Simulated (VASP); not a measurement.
TiB₂ (AlB2 type) relaxed at rising pressure, in one space group throughout; other phases were not tried. The pressures are those reached. Method: PBE GGA, VASP's PBE PAW potentials (set 64) (plane waves; VASP).

| P (GPa) | V (Å³/atom) | k-mesh |
|---|---|---|
| 0.08 | 8.561 | 12×12×10 |
| 4.91 | 8.402 | 12×12×10 |
| 10.00 | 8.250 | 12×12×10 |
| 19.88 | 7.986 | 12×12×10 |
| 30.11 | 7.752 | 12×12×10 |

Fit an equation of state and predict the volume at 45.36 GPa.

Least squares on the third-order Birch-Murnaghan form, P = (3B0/2)(y⁷ − y⁵)[1 + (3/4)(B′ − 4)(y² − 1)] with y = (V0/V)^(1/3), gives V0 = 8.564 Å³/atom, B0 = 248 GPa and B′ = 4.0, and so 7.454 Å³/atom. The run gave 7.453 Å³/atom, -0.0 % from the fit.

Pressures at which the relaxation failed are left out.

The compound is TiB2 in the AlB2 type structure.
